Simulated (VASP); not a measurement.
Here is the system:

```xyz
4
Lattice="2.2528 -3.7961 0.0000 2.2528 3.7961 0.0000 0.0000 0.0000 4.6170" Properties=species:S:1:pos:R:3 pbc="T T T"
Ga     2.2528     2.6140     4.2393
Ga     2.2528     1.1821     1.9308
Ga     2.2528    -1.1821     2.6862
Ga     2.2528    -2.6140     0.3777
```

Method: PBE GGA, VASP's PBE PAW potentials (set 64) (plane waves; VASP 6.6.1). Settings: 480 eV cut-off, 8×8×6 Γ-centred mesh, first-order Methfessel-Paxton smearing of 0.10 eV, potentials Ga_d.

Q: Which forces act on the atoms, in eV/Å?

A: 
```csv
atom,Fx,Fy,Fz
Ga1,0.000,-0.115,-0.052
Ga2,0.000,0.115,-0.052
Ga3,0.000,-0.115,0.052
Ga4,0.000,0.115,0.052
```

Q: Give the stress tensor in GPa (positive for a compressed cell).

A: 
```
0.86  0.00  0.00
0.00  3.50  0.00
0.00  0.00  0.58
```
The pressure is its mean diagonal, 1.65 GPa.

The compound is Ga in the alpha structure. This cell was strained or had an atom moved on purpose.
